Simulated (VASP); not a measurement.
An input for Ansatz (written as the equivalent of a VASP run, and not itself run):

Ansatz 0.2 input:
```yaml
crystal:
  lattice:
    - [1.3974000, -2.4203680, 0.0000000]
    - [1.3974000, 2.4203680, 0.0000000]
    - [0.0000000, 0.0000000, 4.4778000]
  symmetry: { detect: false }
  atoms:
    - { symbol: Tc, position: [0.3333330, 0.6666670, 0.2500000] }
    - { symbol: Tc, position: [0.6666670, 0.3333330, 0.7500000] }
kpoints:
  mp_grid: { grid: [13, 13, 8] }
hamiltonian:
  xc: pbe
  pseudopotentials: { kind: paw }
scf:
  occupations: { method: methfessel_paxton, width: 0.1 }
  max_iter: 100
output: { forces: true, stress: true, eigenvalues: true }
```

**Question.** Write the VASP files for the same calculation (PBE).

**Answer.** This is not unique; one that fits is 
**INCAR**
```
SYSTEM = Tc
PREC = Accurate
ENCUT = 400
EDIFF = 1E-6
NELM = 100
ALGO = Normal
LREAL = .FALSE.
LASPH = .TRUE.
ISMEAR = 1
SIGMA = 0.1
GGA = PE
LMAXMIX = 4
LWAVE = .FALSE.
LCHARG = .FALSE.
ISIF = 2
ISYM = -1
```

**KPOINTS**
```
Automatic mesh
0
Gamma
13 13 8
0 0 0
```

**POSCAR**
```
Tc
1.0
  1.3974000000  -2.4203680000   0.0000000000
  1.3974000000   2.4203680000   0.0000000000
  0.0000000000   0.0000000000   4.4778000000
Tc
2
Cart
  1.3974000000   0.8067909469   1.1194500000
  1.3974000000  -0.8067909469   3.3583500000
```

POTCAR, in this order: Tc_pv (PBE.64 set). Program: vasp_std.

Limits of the translation: each code has its own PAW files, so the cut-off isn't converted (ENCUT is set for VASP's; basis.ecutwfc is left out, and Ansatz then takes the one that its files recommend); Ansatz stops its SCF on the density residual and VASP on the energy change (EDIFF).

The compound is Tc in the hcp structure. The cell was not relaxed at this level. The run is one of a series of settings (ISYM = -1 against the base run), some of them coarse on purpose.
